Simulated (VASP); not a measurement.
**ZrB2 with r2SCAN: from relaxation to properties**

Wanted: the relaxed cell of ZrB2 and its properties. The steps: full relaxation (r2SCAN), single point with fields (r2SCAN), band structure (r2SCAN), total and projected DOS (r2SCAN), zone-centre phonons (r2SCAN), field gradients at the nuclei (r2SCAN), band structure (r2SCAN + SOC) and ionic relaxation at fixed cell (r2SCAN) with a changed input. The start is a cell from a database of measured crystal structures.

Main program and level: VASP 6.6.1; r2SCAN; plane waves and PAW (Zr_sv, B), in the first sound run; inputs show where later runs differ.

## (1) The starting structure

Before any relaxation, the start is as follows. It takes space group P6/mmm (No. 191, hexagonal). The conventional cell has a = 3.170 Å, b = 3.170 Å, c = 3.533 Å, α = 90.00°, β = 90.00°, γ = 120.00°. Zr has 12 B at 2.54 Å nearest. Nearest to B lie 3 B at 1.83 Å and 6 Zr at 2.54 Å. Farther neighbours are not listed.

Coordinates:

```cif
data_structure
_symmetry_space_group_name_H-M 'P6/mmm'
_symmetry_Int_Tables_number 191
_cell_length_a 3.1700
_cell_length_b 3.1700
_cell_length_c 3.5330
_cell_angle_alpha 90.000
_cell_angle_beta 90.000
_cell_angle_gamma 120.000
_cell_volume 30.75
loop_
_atom_site_label
_atom_site_type_symbol
_atom_site_symmetry_multiplicity
_atom_site_Wyckoff_symbol
_atom_site_fract_x
_atom_site_fract_y
_atom_site_fract_z
_atom_site_occupancy
Zr1 Zr 1 a 0.00000 0.00000 0.00000 1
B1 B 2 d 0.33333 0.66667 0.50000 1
```

## (2) Full relaxation (r2SCAN)

Properties are meant for the cell that this level of theory prefers, so cell and atoms are relaxed first (ISIF = 3) until forces and stress are small; EDIFFG sets the threshold. r2SCAN adds the kinetic-energy density, costs more than a GGA and is run with LASPH.

File INCAR:

```
SYSTEM = ZrB2
PREC = Accurate
ENCUT = 420
EDIFF = 1E-06
NELM = 100
ISMEAR = 0
SIGMA = 0.05
LREAL = .FALSE.
ALGO = Normal
METAGGA = R2SCAN
LASPH = .TRUE.
NBANDS = 15
LORBIT = 11
LWAVE = .FALSE.
LCHARG = .FALSE.
KPAR = 2
IBRION = 2
NSW = 60
ISIF = 3
EDIFFG = -0.01
```

File POSCAR:

```
ZrB2
1.0
    3.1700000000      0.0000000000      0.0000000000
   -1.5850000000      2.7453005300      0.0000000000
    0.0000000000      0.0000000000      3.5330000000
Zr B
1 2
Direct
    0.0000000000      0.0000000000      0.0000000000
    0.3333333333      0.6666666667      0.5000000000
    0.6666666667      0.3333333333      0.5000000000
```

File KPOINTS:

```
Automatic mesh
0
Gamma
7 7 6
0 0 0
```

Potentials, in the order of the species: Zr_sv and B (PBE family, release 64).

Launch:

```console
$ mpirun -np 2 vasp_std
```

The program printed:

```text
[banner, memory and clock lines left out]
running    2 mpi-ranks, on    1 nodes
 distrk:  each k-point on    1 cores,    2 groups
 distr:  one band on    1 cores,    1 groups

 POSCAR found type information on POSCAR ZrB
 POSCAR found :  2 types and       3 ions
|                                                                             |
|               ----> ADVICE to this user running VASP <----                  |
|                                                                             |
|     You enforced a specific xc type in the INCAR file but a different       |
|     [... a line on the potential file left out ...]
|     I HOPE YOU KNOW WHAT YOU ARE DOING!                                     |
|                                                                             |

 LDA part: xc-table for (None), standard interpolation
 POSCAR, INCAR and KPOINTS ok, starting setup
 FFT: planning ... GRIDC
 FFT: planning ... GRID_SOFT
 FFT: planning ... GRID
 WAVECAR not read
 entering main loop
       N       E                     dE             d eps       ncg     rms          rms(c)
DAV:   1     0.679297817953E+02    0.67930E+02   -0.88326E+03   960   0.104E+03
DAV:   2    -0.454766969216E+02   -0.11341E+03   -0.10972E+03  1212   0.288E+02
DAV:   3    -0.493814745300E+02   -0.39048E+01   -0.38800E+01  1571   0.441E+01
DAV:   4    -0.494283387275E+02   -0.46864E-01   -0.46859E-01  1073   0.504E+00
DAV:   5    -0.494294452095E+02   -0.11065E-02   -0.11064E-02  1534   0.504E-01    0.235E+01
DAV:   6    -0.406782356628E+02    0.87512E+01   -0.65997E+00  1313   0.210E+01    0.742E+00
DAV:   7    -0.406074144692E+02    0.70821E-01   -0.74227E-01  1187   0.664E+00    0.185E+00
DAV:   8    -0.406205895023E+02   -0.13175E-01   -0.45380E-02  1175   0.179E+00    0.112E+00
DAV:   9    -0.406263270302E+02   -0.57375E-02   -0.82917E-03  1329   0.898E-01    0.949E-02
DAV:  10    -0.406266468442E+02   -0.31981E-03   -0.39872E-04  1179   0.171E-01    0.512E-02
DAV:  11    -0.406266932520E+02   -0.46408E-04   -0.61594E-05  1177   0.775E-02    0.124E-02
DAV:  12    -0.406266932958E+02   -0.43825E-07   -0.14246E-06   902   0.113E-02
   1 F= -.40626693E+02 E0= -.40626405E+02  d E =-.406267E+02
 curvature:   0.00 expect dE= 0.000E+00 dE for cont linesearch  0.000E+00
 trial: gam= 0.00000 g(F)=  0.264E-48 g(S)=  0.248E-02 ort = 0.000E+00 (trialstep = 0.100E+01)
 search vector abs. value=  0.248E-02
 bond charge predicted
       N       E                     dE             d eps       ncg     rms          rms(c)
DAV:   1    -0.406332912336E+02   -0.65980E-02   -0.29619E-01  1086   0.543E+00    0.102E+00
DAV:   2    -0.406279353560E+02    0.53559E-02   -0.18383E-02  1114   0.142E+00    0.319E-01
DAV:   3    -0.406269838050E+02    0.95155E-03   -0.50448E-03  1513   0.562E-01    0.113E-01
DAV:   4    -0.406270520274E+02   -0.68222E-04   -0.22337E-04  1170   0.124E-01    0.357E-02
DAV:   5    -0.406270975158E+02   -0.45488E-04   -0.18401E-04  1501   0.907E-02    0.332E-02
DAV:   6    -0.406271030045E+02   -0.54887E-05   -0.65111E-06  1422   0.230E-02    0.951E-03
DAV:   7    -0.406271023947E+02    0.60986E-06   -0.15535E-06   879   0.105E-02
   2 F= -.40627102E+02 E0= -.40626813E+02  d E =-.409099E-03
[...]
3 F= -.40627432E+02 E0= -.40627144E+02  d E =-.738900E-03
[...]
4 F= -.40627525E+02 E0= -.40627235E+02  d E =-.926613E-04
 trial-energy change:   -0.000093  1 .order   -0.000090   -0.000284    0.000104
 step:   0.6724(harm=  0.6724)  dis= 0.00000  next Energy=   -40.627536 (dE=-0.104E-03)
 bond charge predicted
       N       E                     dE             d eps       ncg     rms          rms(c)
DAV:   1    -0.406275643863E+02   -0.40192E-04   -0.18058E-03  1037   0.400E-01    0.448E-02
DAV:   2    -0.406275420836E+02    0.22303E-04   -0.68986E-05  1114   0.781E-02    0.169E-02
DAV:   3    -0.406275380110E+02    0.40726E-05   -0.19452E-05  1469   0.366E-02    0.106E-02
DAV:   4    -0.406275379786E+02    0.32426E-07   -0.11139E-06   787   0.956E-03
   5 F= -.40627538E+02 E0= -.40627249E+02  d E =-.105782E-03
 curvature:  -0.38 expect dE=-0.435E-06 dE for cont linesearch -0.172E-06
 trial: gam= 0.00000 g(F)=  0.377E-48 g(S)=  0.115E-05 ort =-0.126E-04 (trialstep = 0.870E+00)
 search vector abs. value=  0.115E-05
 reached required accuracy - stopping structural energy minimisation
```

The job ended after 57 s (2 MPI ranks of Intel Xeon Platinum 8259CL at 2.50GHz (Skylake/Cascade Lake), shared host; peak memory 0.27 GiB; 1.9 min of CPU time).

The logs omit lines about the potential files and the build; timing stands in the text.

From OUTCAR (step 2):

```text
ion  position               nearest neighbor table
   1  0.000  0.000  0.000-   2 2.54   3 2.54   2 2.54   3 2.54   3 2.54   3 2.54   2 2.54   2 2.54
                             3 2.54   3 2.54   2 2.54   2 2.54
   2  0.333  0.667  0.500-   3 1.83   3 1.83   3 1.83   1 2.54   1 2.54   1 2.54   1 2.54   1 2.54
                             1 2.54
   3  0.667  0.333  0.500-   2 1.83   2 1.83   2 1.83   1 2.54   1 2.54   1 2.54   1 2.54   1 2.54
                             1 2.54

  LATTYP: Found a hexagonal cell.
 ALAT       =     3.1700000000
 C/A-ratio  =     1.1145110410

 Subroutine GETGRP returns: Found 24 space group operations
 (whereof 24 operations were pure point group operations)

The static configuration has the point symmetry D_6h.

 Found     32 irreducible k-points:

   k-points           NKPTS =     32   k-points in BZ     NKDIM =     32   number of bands    NBANDS=     15

   dimension x,y,z NGX =    24 NGY =   24 NGZ =   24
   dimension x,y,z NGXF=    48 NGYF=   48 NGZF=   48

   ENCUT  =  420.0 eV  30.87 Ry    5.56 a.u.   5.30  5.30  5.90*2*pi/ulx,y,z

   NELECT =      18.0000    total number of electrons

 k-points in reciprocal lattice and weights: Automatic mesh
   0.00000000  0.00000000  0.00000000       0.003
   0.14285714  0.00000000  0.00000000       0.020
   0.28571429  0.00000000  0.00000000       0.020
   0.42857143  0.00000000  0.00000000       0.020
   0.14285714  0.14285714  0.00000000       0.020
   0.28571429  0.14285714  0.00000000       0.041
   0.42857143  0.14285714  0.00000000       0.020
   0.28571429  0.28571429  0.00000000       0.020
   0.00000000  0.00000000  0.16666667       0.007
[...]
0.42857143  0.14285714  0.50000000       0.020
   0.28571429  0.28571429  0.50000000       0.020

 average (electrostatic) potential at core
       1 -78.0841       2 -23.1945       3 -23.1945

 E-fermi :  10.3660

 k-point     1 :       0.0000    0.0000    0.0000
  band No.  band energies     occupation
    ...
      5      -3.0282      2.00000
      6       7.8545      2.00000
      7       7.8545      2.00000
      8       7.9146      2.00000
      9       7.9481      2.00000
     10      14.2053      0.00000
     11      14.2053      0.00000
     12      14.9747      0.00000
     13      14.9747      0.00000
     14      15.5730      0.00000
    ...

 k-point     2 :       0.1429    0.0000    0.0000
  band No.  band energies     occupation
    ...
      5      -2.6036      2.00000
      6       6.6737      2.00000
      7       7.5616      2.00000
      8       7.8241      2.00000
      9       8.2813      2.00000
     10      13.3573      0.00000
     11      13.9507      0.00000
     12      14.1334      0.00000
     13      14.6848      0.00000
     14      16.9066      0.00000
    ...

 k-point     3 :       0.2857    0.0000    0.0000
  band No.  band energies     occupation
    ...
      5      -1.4469      2.00000
      6       4.4886      2.00000
      7       6.9025      2.00000
      8       7.6085      2.00000
      9       8.4639      2.00000
     10      13.0255      0.00000
     11      13.4445      0.00000
     12      14.0682      0.00000
     13      14.4517      0.00000
     14      17.1959      0.00000
    ...

  Total        0.0056962      0.0056962      0.0025777      0.0000000     -0.0000000      0.0000000
  in kB        0.2956642      0.2956642      0.1337948      0.0000000     -0.0000000      0.0000000
  external PRESSURE =       0.2417077 kB  Pullay stress =       0.0000000 kB

  energy-cutoff  :      420.00
  volume of cell :       30.87
      direct lattice vectors                 reciprocal lattice vectors
     3.169045325  0.000000000 -0.000000000     0.315552445  0.182184289  0.000000000
    -1.584522662  2.744473757  0.000000000     0.000000000  0.364368578  0.000000000
     0.000000000 -0.000000000  3.549041946     0.000000000 -0.000000000  0.281766182

 POSITION                                       TOTAL-FORCE (eV/Angst)
 -----------------------------------------------------------------------------------
     -0.00000      0.00000      0.00000        -0.000000      0.000000      0.000000
     -0.00000      1.82965      1.77452        -0.000000      0.000000      0.000000
      1.58452      0.91482      1.77452         0.000000     -0.000000      0.000000
 -----------------------------------------------------------------------------------
    total drift:                               -0.000000      0.000000     -0.000000

  FREE ENERGIE OF THE ION-ELECTRON SYSTEM (eV)
  ---------------------------------------------------
  free  energy   TOTEN  =       -40.6275379786 eV

  energy  without entropy=      -40.6269596851  energy(sigma->0) =      -40.62724883

 reached required accuracy - stopping structural energy minimisation

 total charge
# of ion       s       p       d       tot
------------------------------------------
    1        2.164   6.034   1.727   9.924
    2        0.680   1.237   0.000   1.917
    3        0.680   1.237   0.000   1.917
--------------------------------------------------
tot          3.523   8.508   1.727  13.758

[... 3 further parts left out ...]
```

The k-mesh is coarse for a metal. The PAW data sets were made with PBE, which is usual practice but a small mismatch for other functionals. The run keeps the 24 symmetry operations of its start, so it cannot find a distortion of lower symmetry.

Step by step:

| step | energy less that of the first step (eV) | largest force (eV/Å) | pressure (GPa) | volume (Å³) |
| --- | --- | --- | --- | --- |
| 1 | 0.0000 | 0.0000 | 0.89 | 30.75 |
| 2 | -0.0004 | 0.0000 | -1.04 | 31.00 |
| 3 | -0.0007 | 0.0000 | -0.27 | 30.90 |
| 4 | -0.0008 | 0.0000 | 0.11 | 30.86 |
| 5 | -0.0008 | 0.0000 | 0.02 | 30.87 |

| conventional cell, symmetrised | before | after | change |
| --- | --- | --- | --- |
| a (Å) | 3.170 | 3.169 | -0.0 % |
| b (Å) | 3.170 | 3.169 | -0.0 % |
| c (Å) | 3.533 | 3.549 | +0.5 % |
| volume (Å³/atom) | 10.25 | 10.29 | +0.4 % |

The relaxed structure:

```xyz
3
Lattice="3.1690 0.0000 0.0000 -1.5845 2.7445 0.0000 0.0000 0.0000 3.5490" Properties=species:S:1:pos:R:3 pbc="T T T"
Zr    0.0000    0.0000    0.0000
B     0.0000    1.8296    1.7745
B     1.5845    0.9148    1.7745
```

Numbers from this step:

```
electrons                              : 18
bands                                  : 15
irreducible k-points                   : 32
symmetry operations                    : 24
free energy (TOTEN)                    : -40.63 eV
energy at zero smearing                : -40.63 eV
Fermi energy                           : 10.37 eV
pressure                               : 0.02417 GPa
metallic, judged on the points sampled : yes
SCF cycles over all ionic steps        : 36
```

It ends with forces that vanish by symmetry and a pressure of 0.02 GPa. The volume lies +0.4 % from that of the database's start.

(Continued in part 2 of 5.)

[Lines on the potential files, build, host, timing and source positions are cut from VASP's logs without a mark.]

[Logs are printed without paths, hosts, clocks, repeated set-up lines and the standing remarks that a program may print on its own settings, such as how far it seeks lower states.]

[Hosts, paths, dates, database ids (printed as entryN), source tags and the programs' standing remarks are cut or masked in the printed files.]

[A measured line is paired with the nearest computed mode of its activity, which favours agreement.]

[In band tables of VASP the shares of atoms and orbitals are scaled to a sum of 1 inside the atoms' spheres.]
